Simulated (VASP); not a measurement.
Here is the system:

```yaml
crystal:
  lattice:
    - [0.00000, 2.97140, 2.97140]
    - [2.97140, 0.00000, 2.97140]
    - [2.97140, 2.97140, 0.00000]
  atoms:
    - { symbol: Al, position: [0.25000, 0.25000, 0.25000] }
    - { symbol: Al, position: [0.75000, 0.75000, 0.75000] }
    - { symbol: Pt, position: [0.00000, 0.00000, 0.00000] }
```

These are PBE GGA, VASP's PBE PAW potentials (set 64) (plane waves; VASP 6.6.1) values and carry that method's errors. Numerical set-up: 400 eV cut-off, 8×8×8 Γ-centred mesh, first-order Methfessel-Paxton smearing of 0.10 eV, potentials Al Pt.

Unless said otherwise, spin-orbit coupling is left out, though it shifts the bands of the heavy elements here.

Problem. Estimate the energy per atom (σ→0), band gap (on the k-mesh) with the smallest direct gap where there is one.

Solution. 
* **band gap (on the k-mesh)**: none (metal, semimetal or under 0.01 eV)
* **energy per atom (σ→0)**: -5.413 eV/atom

Only differences to runs with the same potentials and settings are physical.

The compound is PtAl2 in the fluorite structure. It was relaxed first. The start is the result of an earlier pass.
